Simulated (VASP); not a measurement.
Method: r2SCAN+rVV10, VASP's PBE PAW potentials (set 64) (plane waves; VASP).

VASP ran on this input.

**INCAR**
```
! general
SYSTEM   = Os
PREC     = Accurate
ENCUT    = 520   ! plane-wave cut-off (eV)
LREAL    = .FALSE.   ! projection in real space or not
LASPH    = .TRUE.   ! aspherical one-centre terms

! electronic loop
EDIFF    = 1E-7   ! SCF stop (eV)
NELM     = 100
ALGO     = Normal
LMAXMIX  = 6   ! l cut-off of mixed one-centre charges
LMIXTAU  = .TRUE.

! smearing
ISMEAR   = 1   ! Methfessel-Paxton
SIGMA    = 0.1

! functional
METAGGA  = R2SCAN
LUSE_VDW = .TRUE.
BPARAM   = 11.95
CPARAM   = 0.0093

! ions
IBRION   = 2   ! conjugate gradients
NSW      = 30
ISIF     = 4   ! ions and shape, fixed volume
EDIFFG   = -0.01   ! ionic stop

! output
LWAVE    = .FALSE.
LCHARG   = .FALSE.
```

**KPOINTS**
```
Automatic mesh
0
Gamma
  15 15 9
```

**POSCAR**
```
Os
1
    1.3688010609    -2.3708326276     0.0000000000
    1.3688010609     2.3708326276     0.0000000000
    0.0000000000     0.0000000000     4.3128290976
Os
2
Direct
  0.3333330000   0.6666670000   0.2500000000
  0.6666670000   0.3333330000   0.7500000000
```

POTCAR, in this order: Os (PBE.64 set). Program: vasp_std.

The run wrote:

File OSZICAR:
```
       N       E                     dE             d eps       ncg     rms          rms(c)
DAV:   1     0.278060355379E+02    0.27806E+02   -0.80903E+03  3240   0.134E+03
DAV:   2    -0.100424833125E+03   -0.12823E+03   -0.11621E+03  3428   0.415E+02
DAV:   3    -0.108297598138E+03   -0.78728E+01   -0.72434E+01  3896   0.850E+01
DAV:   4    -0.108502221548E+03   -0.20462E+00   -0.20275E+00  3476   0.144E+01
DAV:   5    -0.108504958870E+03   -0.27373E-02   -0.27352E-02  3760   0.126E+00    0.225E+01
DAV:   6    -0.106054733017E+03    0.24502E+01   -0.78630E-01  3356   0.864E+00    0.115E+01
DAV:   7    -0.104905681108E+03    0.11491E+01   -0.24897E+00  3648   0.147E+01    0.272E+00
DAV:   8    -0.105760893528E+03   -0.85521E+00   -0.58134E-01  3508   0.706E+00    0.664E-01
DAV:   9    -0.105797337141E+03   -0.36444E-01   -0.25361E-02  3552   0.152E+00    0.253E-01
DAV:  10    -0.105796932782E+03    0.40436E-03   -0.12952E-03  3528   0.353E-01    0.143E-01
DAV:  11    -0.105797373131E+03   -0.44035E-03   -0.12693E-03  3424   0.305E-01    0.163E-02
DAV:  12    -0.105797634978E+03   -0.26185E-03   -0.86637E-05  3292   0.100E-01    0.674E-03
DAV:  13    -0.105797622613E+03    0.12365E-04   -0.35937E-06  3652   0.202E-02    0.125E-02
DAV:  14    -0.105797628388E+03   -0.57752E-05   -0.48999E-06  3436   0.230E-02    0.185E-03
DAV:  15    -0.105797629868E+03   -0.14795E-05   -0.71639E-07  3260   0.869E-03    0.149E-03
DAV:  16    -0.105797629722E+03    0.14593E-06   -0.73269E-08  1668   0.288E-03    0.896E-04
DAV:  17    -0.105797629718E+03    0.38004E-08   -0.15741E-08  1664   0.127E-03
   1 F= -.10579763E+03 E0= -.10579799E+03  d E =-.105798E+03
       N       E                     dE             d eps       ncg     rms          rms(c)
DAV:   1    -0.105799507848E+03   -0.18781E-02   -0.29449E-01  3296   0.489E+00    0.270E-01
DAV:   2    -0.105796672941E+03    0.28349E-02   -0.32119E-03  3948   0.777E-01    0.141E-01
DAV:   3    -0.105796337035E+03    0.33591E-03   -0.95433E-04  3320   0.296E-01    0.253E-02
DAV:   4    -0.105796492207E+03   -0.15517E-03   -0.23321E-04  3500   0.150E-01    0.190E-02
DAV:   5    -0.105796581705E+03   -0.89498E-04   -0.71671E-05  3384   0.114E-01    0.839E-03
DAV:   6    -0.105796589286E+03   -0.75809E-05   -0.49897E-06  3664   0.305E-02    0.200E-03
DAV:   7    -0.105796593626E+03   -0.43397E-05   -0.12432E-06  3604   0.141E-02    0.164E-03
DAV:   8    -0.105796593190E+03    0.43516E-06   -0.10892E-07  1796   0.367E-03    0.698E-04
DAV:   9    -0.105796593510E+03   -0.31955E-06   -0.19178E-08  1644   0.163E-03    0.251E-04
DAV:  10    -0.105796593469E+03    0.40913E-07   -0.12664E-08  1652   0.114E-03
   2 F= -.10579659E+03 E0= -.10579686E+03  d E =0.103625E-02
       N       E                     dE             d eps       ncg     rms          rms(c)
DAV:   1    -0.105799269838E+03   -0.26763E-02   -0.12616E-01  3316   0.321E+00    0.176E-01
DAV:   2    -0.105798064868E+03    0.12050E-02   -0.13674E-03  3924   0.507E-01    0.921E-02
DAV:   3    -0.105797923677E+03    0.14119E-03   -0.41139E-04  3328   0.195E-01    0.165E-02
DAV:   4    -0.105797998483E+03   -0.74807E-04   -0.96425E-05  3484   0.965E-02    0.123E-02
DAV:   5    -0.105798027920E+03   -0.29436E-04   -0.31724E-05  3392   0.755E-02    0.594E-03
DAV:   6    -0.105798036129E+03   -0.82099E-05   -0.25358E-06  3604   0.219E-02    0.136E-03
DAV:   7    -0.105798036409E+03   -0.27936E-06   -0.54098E-07  3512   0.948E-03    0.118E-03
DAV:   8    -0.105798036850E+03   -0.44087E-06   -0.55252E-08  1664   0.260E-03    0.507E-04
DAV:   9    -0.105798036801E+03    0.48604E-07   -0.86718E-09  1656   0.114E-03
   3 F= -.10579804E+03 E0= -.10579839E+03  d E =-.407083E-03
```

File OUTCAR:
```
------------------------ aborting loop because EDIFF is reached ----------------------------------------
  FORCE on cell =-STRESS in cart. coord.  units (eV):
  Direction    XX          YY          ZZ          XY          YZ          ZX
  --------------------------------------------------------------------------------------
  Total       -0.0251687     -0.0251687     -0.0243465      0.0000000     -0.0000000      0.0000000
  in kB       -1.4405796     -1.4405791     -1.3935203      0.0000000     -0.0000000      0.0000000
  external PRESSURE =      -1.4248930 kB  Pullay stress =       0.0000000 kB
  volume of cell :       27.99
      direct lattice vectors                 reciprocal lattice vectors
     1.367345945 -2.368312294 -0.000000000     0.365671908 -0.211120806  0.000000000
     1.367345945  2.368312294  0.000000000     0.365671908  0.211120806  0.000000000
     0.000000000  0.000000000  4.322013321     0.000000000 -0.000000000  0.231373651
 POSITION                                       TOTAL-FORCE (eV/Angst)
 -----------------------------------------------------------------------------------
      1.36735      0.78944      1.08050         0.000000      0.000000      0.000000
      1.36735     -0.78944      3.24151        -0.000000     -0.000000      0.000000
 -----------------------------------------------------------------------------------
    total drift:                               -0.000001      0.000025     -0.000020
  FREE ENERGIE OF THE ION-ELECTRON SYSTEM (eV)
  ---------------------------------------------------
  free  energy   TOTEN  =      -105.7980368010 eV

  energy  without entropy=     -105.7990937198  energy(sigma->0) =     -105.79838911

 reached required accuracy - stopping structural energy minimisation
```
(Selected blocks of OUTCAR.)

**CONTCAR**
```
Os
   1.00000000000000
     1.3673459447459364   -2.3683122937090033   -0.0000000000000000
     1.3673459447459364    2.3683122937090033    0.0000000000000000
     0.0000000000000000    0.0000000000000000    4.3220133212652332
  Os
     2
Direct
     0.3333330000000032    0.6666669999999968    0.2500000000000000
     0.6666669999999968    0.3333330000000032    0.7500000000000000
```

The compound is Os in the hcp structure. This run relaxes it. Symmetry was kept, so distortions that lower it aren't found.
